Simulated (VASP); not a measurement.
A cell of Ba (bcc) near equilibrium:

```yaml
crystal:
  lattice:
    - [-2.44748, 2.44748, 2.44748]
    - [2.44748, -2.44748, 2.44748]
    - [2.44748, 2.44748, -2.44748]
  atoms:
    - { symbol: Ba, position: [0.00000, 0.00000, 0.00000] }
```

These are PBEsol GGA, VASP's PBE PAW potentials (set 64) (plane waves; VASP 6.6.1) values and carry that method's errors.

```
run               ΔE (meV/atom)    σxx    σyy    σzz  largest shear component, with its sign (GPa)  largest force (eV/Å)
----------------  -------------  -----  -----  -----  --------------------------------------------  --------------------
as it is                    0.0   0.01   0.01   0.01                                          0.00                 0.000
after one change            3.4  -0.46  -0.29  -0.29                                          0.00                 0.000
```
Stress is in GPa, positive when the cell is compressed.

### Question
Which change was made?
A. isotropic strain of +4.0 %
B. uniaxial strain of +4.0 % along x
C. biaxial strain of -3.0 % in the xy plane
D. isotropic strain of -0.5 %

### Answer
B, uniaxial strain of +4.0 % along x

The compound is Ba in the bcc structure.
